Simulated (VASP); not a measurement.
A convergence study with VASP on Ge: one setting is varied, all else stays as given below, so the limit is that of these other settings.

```
Ge
1.0
    4.02081     0.00000     0.00000
    2.01041     3.48213     0.00000
    0.00000     0.00000    23.02820
Ge
6
Cartesian
  1.50781   0.87053   7.00000
  1.50781   0.87053   9.46231
  3.51821   2.03124  10.28299
  3.51821   2.03124  12.74521
  5.52862   3.19195  13.56600
  5.52862   3.19195  16.02820
```

Method: PBE GGA, VASP's PBE PAW potentials (set 64) (plane waves; VASP). The tightest run used: 600 eV cut-off, 7×7×1 Γ-centred mesh, Fermi-Dirac smearing of 0.010 eV, potentials Ge_d.

**Question.** The settings run are ENCUT = 150; ENCUT = 180; ENCUT = 210; ENCUT = 255; ENCUT = 360; ENCUT = 450; ENCUT = 600. From which on does the energy per atom stay within 0.01 eV/atom of the tightest run?

**Answer.** From ENCUT = 360 on: it is off by 0.0007 there and by no more than 0.01 in any finer run, while ENCUT = 255 is off by 0.0711.
| setting | E (eV/atom) | largest force (eV/Å) | plane waves | difference judged (eV/atom) |
|---|---|---|---|---|
| ENCUT = 150 | 23.2399 | 3.330 | 1363 | 27.2159 |
| ENCUT = 180 | 1.2639 | 0.193 | 1833 | 5.2399 |
| ENCUT = 210 | -2.9413 | 0.347 | 2240 | 1.0347 |
| ENCUT = 255 | -3.9049 | 0.310 | 2995 | 0.0711 |
| ENCUT = 360 | -3.9767 | 0.319 | 5027 | 0.0007 |
| ENCUT = 450 | -3.9755 | 0.316 | 7015 | 0.0005 |
| ENCUT = 600 | -3.9760 | 0.316 | 10790 | 0.0000 |

Left out are rungs that failed or repeat a setting and relaxations that didn't move; long series are thinned to 24 rows.

The cell is a sheet or thin cut with vacuum, built from a generated structure.
